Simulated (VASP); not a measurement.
Crystal: Sc.

```
Sc
1.0
     3.27859    0.00000    0.00000
    -1.63929    2.83934    0.00000
     0.00000    0.00000    5.08486
Sc
2
Direct
  0.33333 0.66667 0.25000
  0.66667 0.33333 0.75000
```

Base run:

```yaml
Program: VASP 6.6.1
Functional: r2SCAN
Potentials_or_basis: VASP PAW PBE potentials, release 64 (Sc_sv)
Cutoff: 520 eV
k_mesh: 15 × 15 × 8
Occupations: gaussian, width 0.1 eV
Spin: no spin polarisation
```

Its results: band gap on the k mesh none (metal or under the smearing width); pressure 3.3 GPa.

Problem. The run is repeated on the same cell with these changes: functional from r2SCAN to PBEsol; k mesh from 15 × 15 × 8 to 24 × 24 × 12. What comes out?

Solution. Band gap on the k mesh none (metal or under the smearing width); pressure -0.1 GPa.

Several settings changed at once, so the effect can't be laid on one alone.

Caveats: the PAW data sets were made with another functional, which shifts forces and pressure a little.
